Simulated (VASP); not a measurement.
Given:

```
CELL_PARAMETERS angstrom
      0.00000     2.81112     2.81112
      2.81112     0.00000     2.81112
      2.81112     2.81112     0.00000
ATOMIC_POSITIONS crystal
  Ca 0.00000 0.00000 0.00000
```

All values below come from PW91 GGA, VASP's PBE PAW potentials (set 64) (plane waves; VASP 6.6.1). Settings: 520 eV cut-off, 11×11×11 Γ-centred mesh, first-order Methfessel-Paxton smearing of 0.10 eV, potentials Ca_sv.

Predict the energy per atom (σ→0), band gap (on the k-mesh) with the smallest direct gap where there is one.

- band gap (on the k-mesh) = none (metal, semimetal or under 0.01 eV)
- energy per atom (σ→0) = -1.923 eV/atom

The absolute energy has meaning only against runs of the same code, potentials and settings.

The compound is Ca in the fcc structure. This cell is one point of a volume scan, at 1.06 of the reference volume.
